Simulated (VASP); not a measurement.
Input for VASP

### INCAR
```
! general
SYSTEM   = Au
PREC     = Accurate
ENCUT    = 520
LREAL    = F   ! projection in real space or not
LASPH    = T   ! aspherical one-centre terms

! electronic loop
EDIFF    = 1E-6
NELM     = 100   ! most electronic steps
ALGO     = Normal
LMAXMIX  = 6   ! l cut-off of mixed one-centre charges
LMIXTAU  = T

! smearing
ISMEAR   = 1   ! Methfessel-Paxton
SIGMA    = 0.1

! functional
METAGGA  = R2SCAN
LUSE_VDW = T
BPARAM   = 11.95
CPARAM   = 0.0093

! ions
IBRION   = 2
NSW      = 60   ! most ionic steps
ISIF     = 3
EDIFFG   = -0.01   ! ionic stop

! output
LWAVE    = F
LCHARG   = F
```

File KPOINTS:
```
Automatic mesh
0
Gamma
14 14 14
0 0 0
```

File POSCAR:
```
Au
1
    0.0000000000     2.0546434410     2.0546434410
    2.0546434410     0.0000000000     2.0546434410
    2.0546434410     2.0546434410    -0.0000000000
Au
1
Direct
  0.0000000000   0.0000000000   0.0000000000
```

POTCAR, in this order: Au (PBE.64 set). Program: vasp_std.

Task: Write an equivalent input for Ansatz.

Result: One equivalent input (not run):
Ansatz 0.2 input:
```yaml
crystal:
  lattice:
    - [0.0000000, 2.0546434, 2.0546434]
    - [2.0546434, 0.0000000, 2.0546434]
    - [2.0546434, 2.0546434, 0.0000000]
  atoms:
    - { symbol: Au, position: [0.0000000, 0.0000000, 0.0000000] }
kpoints:
  mp_grid: { grid: [14, 14, 14] }
hamiltonian:
  xc: r2scan
  dispersion: rvv10
  pseudopotentials: { kind: paw }
scf:
  occupations: { method: methfessel_paxton, width: 0.1 }
  max_iter: 100
relax:
  max_steps: 60
  f_tol: 0.01
  cell: {}
output: { forces: true, stress: true, eigenvalues: true }
```
Limits of the translation: each code has its own PAW files, so the cut-off isn't converted (ENCUT is set for VASP's; basis.ecutwfc is left out, and Ansatz then takes the one that its files recommend); Ansatz stops its SCF on the density residual and VASP on the energy change (EDIFF).

The compound is Au in the fcc structure. It was relaxed first. The start is the result of an earlier pass.
